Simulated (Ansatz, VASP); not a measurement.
# WS2 (Tungstenite): VASP beside Ansatz, part 2 of 2

One calculation is typed for both programs; each brings its own data sets. How far apart do they land? The cell is taken from a series of runs on this material, whose earlier steps may have relaxed, scaled, displaced or heated it; both programs get it as it stands.

VASP 6.6.1 and Ansatz 0.2.0.

So far: The structure; VASP: G0W0 gap, LDA.

## 3. Ansatz: G0W0 gap, LDA

Level of this step: Ansatz beside VASP: Kohn-Sham DFT, plane waves, LDA (Ansatz).

Ansatz runs on its PAW soft_1 files.

The same cell, functional (in two slightly different forms) and mesh now go to Ansatz, which takes its cutoff from its data sets.

The input, input.yaml:

```yaml
crystal:
  lattice:
    - [3.1532, 0.0, 0.0]
    - [-1.5766, 2.7307513032, 0.0]
    - [0.0, 0.0, 12.323]
  atoms:
    - { symbol: W, position: [0.3333333333, 0.6666666667, 0.25] }
    - { symbol: W, position: [0.6666666667, 0.3333333333, 0.75] }
    - { symbol: S, position: [0.3333333333, 0.6666666667, 0.6225] }
    - { symbol: S, position: [0.6666666667, 0.3333333333, 0.1225] }
    - { symbol: S, position: [0.3333333333, 0.6666666667, 0.8775] }
    - { symbol: S, position: [0.6666666667, 0.3333333333, 0.3775] }
kpoints:
  mp_grid: { grid: [6, 6, 2] }
hamiltonian:
  xc: lda
  pseudopotentials: { kind: paw, azcp: { folder: soft_1 }, xc_functional: pbe }
scf:
  occupations: { method: fixed }
gw:
  n_empty_bands: 240
  ecut_chi: 100
  qp_bands: [v2, c2]
  qp_kpoints: band_edges
  screening: { model: contour_deformation }
```

Run with:

```
$ ansatz run input.yaml --threads 3 --pin off --max-ram 92160MiB --backend cuda --events-out ev --progress --plain --runs-dir out --devices 1 --max-vram 13GiB
```

Numbers of over 12 decimals in the logs are rounded to 6 here.

The program printed:

```text
GPUs: using 1 of 1 available (devices: 1).
Engine: ansatz 0.2.0, x86_64-unknown-linux-gnu
Pseudopotentials: kind: paw
Pseudopotential: W, paw, valence charge 14, recommended cutoff 420 eV (normal), soft_1/W.paw.azcp
Pseudopotential: S, paw, valence charge 6, recommended cutoff 420 eV (normal), soft_1/S.paw.azcp
Functional definition: SPW92
  exchange = slater_x
  correlation = pw_c
device memory: the entry about to start is reckoned to put 1.1 GiB on a device that reports 41.9 GiB free (of which the cap on the GPU budget leaves the run 13.0 GiB)
GPU FFT provider: cuFFT
GPU libraries: cuBLAS 13.8.2, cuFFT 12.4.0, cuSOLVER 12.3.4
Crystal: 6 atoms, lattice volume = 106.108 Å³
Basis set: ecut = 420 eV, 2057 PW (Γ)
Bands: 32, of which v1, the nominal top of the filled ones, is band 26 counted from 1 (25 counted from 0)
Symmetry: 24 space group operations
Space group: P63/mmc (ITA 194), of the structure as read, at distance tolerance 4.7e-5 Å
k-points: 14 of 72
Non-local potential: W, projectors of the file, l = 0: 3, l = 1: 2, l = 2: 2, l = 3: 1
Non-local potential: S, projectors of the file, l = 0: 2, l = 1: 2, l = 2: 1
PAW form: soft (Blöchl's): semilocal exchange-correlation on the pseudo side does not see the compensation charge
PAW frozen core: W, regenerated for the run's functional, and the local potential with it (the file was generated under x = pbe(κ = 0.804, μ = 0.219515), c = pbe(β = 0.066725))
PAW frozen core: S, regenerated for the run's functional, and the local potential with it (the file was generated under x = pbe(κ = 0.804, μ = 0.219515), c = pbe(β = 0.066725))
PAW one-centre angular grid: W, 590 points (default); XC on 64 Gauss nodes
PAW one-centre angular grid: S, 110 points (default); XC on 64 Gauss nodes
Initial density: superposition of atomic densities (chi_scale 0.1, normalization cell, long waves kept (reshape's long-wave potential 0.03 eV rms))
Initial wavefunctions: pseudopotential atomic-orbital guess
GPU buffer pool allocated for 51840 grid points (all kernels)
GPU transforms: local potential and band sums: pruned to the plane-wave sphere, on 24×24×90
Functional: x = slater, c = lda
SCF iter   1: F=—  HF=-23746.008860 eV  |F-HF|=—  |Δ(HF+E_count)|=         —  Δρ=3.98e-2  dr2=3.27e0  ethr=3.10e-3  ⟨swp⟩=4.9  Hψ=2075  notcnv=0  defer=22
preconditioner: auto → Resta (q_TF=auto, 2.423 Å⁻¹)  ε∞=7.5  [insulator: Δε(μ)=0.869 eV  Ē_g=8.489 eV  n_scr=26 (ndim 8)  ℏωp=21.6 eV  f_vac=0.001  ε∞_Penn≈7.5]
SCF iter   2: F=—  HF=-23745.307250 eV  |F-HF|=—  |Δ(HF+E_count)|=   7.02e-1  Δρ=2.28e-2  dr2=9.55e-1  ethr=3.10e-3  ⟨swp⟩=2.4  Hψ=685  notcnv=0  defer=47
SCF iter   3: F=—  HF=-23745.031299 eV  |F-HF|=—  |Δ(HF+E_count)|=   2.76e-1  Δρ=5.03e-3  dr2=5.32e-2  ethr=1.84e-3  ⟨swp⟩=2.6  Hψ=741  notcnv=0  defer=43
SCF iter   4: F=—  HF=-23745.022491 eV  |F-HF|=—  |Δ(HF+E_count)|=   8.81e-3  Δρ=2.39e-3  dr2=7.83e-3  ethr=1.02e-4  ⟨swp⟩=2.6  Hψ=764  notcnv=0  defer=52
SCF iter   5: F=—  HF=-23745.021351 eV  |F-HF|=—  |Δ(HF+E_count)|=   1.14e-3  Δρ=5.83e-4  dr2=7.51e-4  ethr=1.51e-5  ⟨swp⟩=2.3  Hψ=684  notcnv=0  defer=54
SCF iter   6: F=—  HF=-23745.021289 eV  |F-HF|=—  |Δ(HF+E_count)|=   6.26e-5  Δρ=1.49e-4  dr2=7.42e-5  ethr=1.44e-6  ⟨swp⟩=2.0  Hψ=633  notcnv=0  defer=50
SCF iter   7: F=—  HF=-23745.021293 eV  |F-HF|=—  |Δ(HF+E_count)|=   4.07e-6  Δρ=5.44e-5  dr2=4.31e-6  ethr=1.43e-7  ⟨swp⟩=2.1  Hψ=684  notcnv=0  defer=34
SCF iter   8: F=—  HF=-23745.021292 eV  |F-HF|=—  |Δ(HF+E_count)|=   5.92e-7  Δρ=7.33e-6  dr2=1.56e-7  ethr=8.30e-9  ⟨swp⟩=2.6  Hψ=791  notcnv=0  defer=34
SCF iter   9: F=-23745.021292 eV  HF=-23745.021292 eV  |F-HF|=9.83e-9  |Δ(HF+E_count)|=   4.05e-9  Δρ=2.60e-6  dr2=1.43e-8  ethr=1.92e-10  ⟨swp⟩=6.8  Hψ=1701  notcnv=0
SCF 1 converged in 9 iterations: F = -23745.021292 eV  dr2 = 1.43e-8
  greatest PAW one-centre occupation: 0.999 electrons in one spin orbital (limit 2), on the W atom at site 1 (counted from 0), in its partial waves of l = 0
device memory: the entry about to start is reckoned to put 1.2 GiB (of the 1.2 GiB reckoned in all, the device holds 0.1 GiB already) on a device that reports 42.1 GiB free (of which the cap on the GPU budget leaves the run 12.9 GiB)
NSCF: frozen V_eff on 14 k-points, pencils in batches of 32, up to order 128
the band table was solved once the SCF had ended and its energy, with any forces and stress, was formed, with the checks that follow a solve (1880 applications of the Hamiltonian). They found nothing against the state; the energy, forces and stress were not computed again (output.eigenvalues in the input reference)
device memory: the entry about to start is reckoned to put 4.1 GiB on a device that reports 43.4 GiB free (of which the cap on the GPU budget leaves the run 13.0 GiB)
NSCF: frozen V_eff on 14 k-points
G₀W₀ screening: q 1/14
[... further progress lines ...]
SCF converged after 9 iterations
Free energy (F): -23745.021292 eV
Harris-Foulkes:  -23745.021292 eV  (|F-HF|=9.83e-9)
Internal energy: -23745.021292 eV  (E = F + TS)
E sigma→0 (E₀):  -23745.021292 eV
Fermi energy:    11.446682 eV
--- Per-component energies (eV) ---
  E_band       = -385.694101
  E_kinetic    = 1271.963568
  E_local      = -3420.005842  (includes V_loc(G=0)·N_el)
  E_nonlocal   = 103.709094
  E_hartree    = 1415.621311
  E_xc         = -886.239356
  E_vxc        = -797.072037  (∫ρ·V_xc dr)
  E_paw        = -18956.484721  (= ΣΔE_a)
  E_vpaw       = -375.527723  (= ΣTr[D̂ρ^β])
  E_aug_tail   = 0.000306  (compensation charges beyond the density's cutoff)
  E_ewald      = -3274.764942
  E_core_change = 1.179289  (= ΣΔE_core)
  E_smearing   = -0.000000  (= −TS)
  E_closure    = -0.000000  (closes the sum)
  Σ components = -23745.021292   (vs F -23745.021292, Δ=0.00e0)
--- Band table (eV; the first three rows and the last of 14) ---
  k-point 0: bands = [... 22 lower, 9.2612, 9.9868, 10.1663, 11.4467, 13.7387, 13.7387, 13.7493, 13.7493, ... 2 higher]
  k-point 1: bands = [... 22 lower, 9.2345, 9.2345, 11.1287, 11.1287, 13.7323, 13.7323, 13.7323, 13.7323, ... 2 higher]
  k-point 2: bands = [... 22 lower, 9.1453, 10.0451, 10.1504, 10.5997, 12.9687, 13.4418, 13.5544, 13.6756, ... 2 higher]
  k-point 13: bands = [... 22 lower, 8.3726, 8.3726, 10.7681, 10.7681, 12.7058, 12.7058, 13.9369, 13.9369, ... 2 higher]
--- G₀W₀: contour deformation, 7 samples at zero and on the imaginary axis and 1 off it, 72 q-points, 240 empty bands' worth ---
  eigenvalues of the whole cell's RPA ε∞ on this k-mesh (on a slab, of 1 + 4πα/V) = 6.3057, 14.4768, 14.4768; static W/v taken at q = 0 is 0.072493
  bands read: the sum over 266 bands ends inside a degenerate multiplet in 3 slots, whose members it reads at an even weight; the widest, k=1: bands 265 to 268 (counted from 1) at 2/4 each
  gw.qp_kpoints: band_edges: 10 of 14 stored k-points solved, in 1 pass; an edge of the gap read off the rows below is read off those points alone
    valence top: of the k-points left out ik 6 came nearest to being solved in a further pass, in band 26 (counted from 1, as in the quasiparticle table): it holds the edge there only if its correction is more favourable than any solved in that band by at least 1.493 eV; those differ by 0.091 eV
    conduction bottom: of the k-points left out ik 4 came nearest to being solved in a further pass, in band 27 (counted from 1, as in the quasiparticle table): it holds the edge there only if its correction is more favourable than any solved in that band by at least 0.689 eV; those differ by 0.135 eV
    ik  band        ε_KS         Σx   Σc(E_QP)       V_xc       Z   E_QP_lin       E_QP  E_QP is
     0    25     10.1663   -18.2151     1.0634   -17.2650  0.7516    10.2794    10.2797  root
     0    26     11.4467   -19.4834     0.5551   -19.0946  0.7580    11.6129    11.6132  root
     0    27     13.7387   -13.7548    -4.2425   -18.6658  0.7580    14.4154    14.4072  root
     0    28     13.7387   -13.7548    -4.2425   -18.6658  0.7580    14.4154    14.4072  root
     1    25     11.1287   -19.1844     0.8248   -18.4717  0.7582    11.2406    11.2408  root
     1    26     11.1287   -19.1844     0.8248   -18.4717  0.7582    11.2406    11.2408  root
     1    27     13.7323   -13.7044    -4.2230   -18.5861  0.7576    14.3991    14.3910  root
     1    28     13.7323   -13.7044    -4.2230   -18.5861  0.7576    14.3991    14.3910  root
     2    25     10.1504   -18.8134     1.1397   -17.7983  0.7514    10.2747    10.2749  root
     2    26     10.5997   -19.1697     0.9611   -18.3350  0.7553    10.7259    10.7262  root
     2    27     12.9687   -13.2917    -3.9083   -17.7591  0.7613    13.5328    13.5279  root
     2    28     13.4418   -14.0598    -3.9747   -18.6220  0.7514    14.0357    14.0292  root
     3    25     10.5381   -19.2022     1.0861   -18.2168  0.7550    10.6387    10.6388  root
     3    26     10.5381   -19.2022     1.0861   -18.2168  0.7550    10.6387    10.6388  root
     3    27     13.2622   -13.6401    -4.0394   -18.2706  0.7580    13.8594    13.8532  root
     3    28     13.2622   -13.6401    -4.0394   -18.2706  0.7580    13.8594    13.8532  root
     8    25      9.9002   -19.5724     1.3545   -18.3325  0.7490    10.0145    10.0148  root
     8    26      9.9213   -19.5884     1.3150   -18.4073  0.7486    10.0549    10.0552  root
     8    27     12.3499   -12.9272    -3.7003   -17.1819  0.7693    12.9082    12.9042  root
     8    28     13.2463   -14.1792    -4.1549   -18.9720  0.7545    13.8919    13.8842  root
     9    25      9.9168   -19.5897     1.3334   -18.3795  0.7489    10.0398    10.0400  root
     9    26      9.9168   -19.5897     1.3334   -18.3795  0.7489    10.0398    10.0400  root
     9    27     12.7647   -13.4946    -3.8904   -17.9826  0.7647    13.3677    13.3623  root
     9    28     12.7647   -13.4946    -3.8904   -17.9826  0.7647    13.3677    13.3623  root
[...]
12    25     10.6721   -18.6550     0.6550   -18.1637  0.7603    10.8355    10.8358  root
    12    26     10.8911   -19.1769     0.5703   -18.7979  0.7602    11.0822    11.0825  root
    12    27     12.7056   -15.7174    -3.8653   -20.2716  0.7594    13.4016    13.3944  root
    12    28     12.7056   -15.7174    -3.8653   -20.2716  0.7594    13.4016    13.3944  root
    13    25     10.7681   -18.8427     0.6070   -18.4124  0.7604    10.9444    10.9448  root
    13    26     10.7681   -18.8427     0.6070   -18.4124  0.7604    10.9444    10.9448  root
    13    27     12.7058   -15.7238    -3.8652   -20.2780  0.7593    13.4020    13.3947  root
    13    28     12.7058   -15.7238    -3.8652   -20.2780  0.7593    13.4020    13.3947  root
```

Reading the cycles: dr2 is the Hartree energy of the density residual (eV), the measure of convergence; HF is the Harris–Foulkes estimate of the energy, which meets the free energy F at convergence.

## 4. Comparison

Known differences besides the potentials themselves: the two LDA forms differ slightly; fixed occupations in Ansatz, narrow Gaussian smearing in VASP; the cutoff is 420 eV in Ansatz and 340 eV in VASP; VASP's log shows a relativistic correction to its local exchange, Ansatz's none; Ansatz integrates over frequency by contour deformation, VASP on a grid of NOMEGA points; Ansatz's G0W0 levels solve the quasiparticle equation, VASP's are linearised. Total energies have different zeros and are not compared.

Both answers:

| quantity | Ansatz | VASP | difference |
| --- | --- | --- | --- |
| G0W0 gap on the mesh (eV) | 1.29 | 1.39 | -0.10 |
| Kohn-Sham gap under it (eV) | 0.90 | 0.90 | 0.00 |

VASP's log warns that its frequency grid doesn't suit quasiparticle energies on this mesh.

## 5. What came out

* difference in G0W0 gap on the mesh (G0W0 gap, LDA): -0.097 eV

**Reading.** The difference in G0W0 gap on the mesh is -0.097 eV (G0W0 gap, LDA). Such differences can come from data sets, numerical settings and the points named under the comparisons, not from the functional's error against experiment.

[Lines on the potential files, build, host, timing and source positions are cut from VASP's logs without a mark.]

[Logs are printed without paths, hosts, clocks, repeated set-up lines and the standing remarks that a program may print on its own settings, such as how far it seeks lower states.]

[Hosts, paths, dates, database ids (printed as entryN), source tags and the programs' standing remarks are cut or masked in the printed files.]
